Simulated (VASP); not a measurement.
Data:

```
CELL_PARAMETERS angstrom
      3.91643     0.00000     0.00000
      0.00000     3.91643     0.00000
      0.00000     0.00000     3.91643
ATOMIC_POSITIONS crystal
  Tl 0.00000 0.00000 0.00000
  Cl 0.50000 0.50000 0.50000
```

Computed with PBE GGA with D3 dispersion (Becke-Johnson damping), VASP's PBE PAW potentials (set 64) (plane waves; VASP). Numerical set-up: 520 eV cut-off, Gaussian smearing of 0.050 eV, potentials Tl_d Cl.

Unless said otherwise, spin-orbit coupling is left out, though it shifts the bands of the heavy elements here.

**Question.** Predict the band gap (along the path) with the smallest direct gap where there is one.

**Answer.** 
* **band gap (along the path)**: 2.23 eV
* **smallest direct gap (along the path)**: 2.23 eV

The absolute energy has meaning only against runs of the same code, potentials and settings.

The compound is TlCl in the CsCl type structure. It was relaxed first, which changed the volume by +6 %.
